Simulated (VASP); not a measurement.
```xyz
2
Lattice="0.0000 2.8726 2.8726 2.8726 0.0000 2.8726 2.8726 2.8726 0.0000" Properties=species:S:1:pos:R:3 pbc="T T T"
Na     0.0000     0.0000     0.0000
Cl     2.8726     2.8726     2.8726
```

Level of theory: HSE06 screened hybrid, VASP's PBE PAW potentials (set 64) (plane waves; VASP). Run with 520 eV cut-off, 6×6×6 Γ-centred mesh, Gaussian smearing of 0.050 eV, potentials Na_pv Cl.

Problem. Predict the energy per atom (σ→0), pressure, band gap (on the k-mesh) with the smallest direct gap where there is one.

Solution. 
```yaml
band gap (on the k-mesh): 6.27 eV
smallest direct gap (on the k-mesh): 6.27 eV
energy per atom (σ→0): -3.944 eV/atom
pressure: -1.06 GPa
```

Only differences to runs with the same potentials and settings are physical.

The compound is NaCl in the rock salt structure. This cell is one point of a volume scan, at 1.03 of the reference volume. The cell's shape comes from a PBE relaxation.
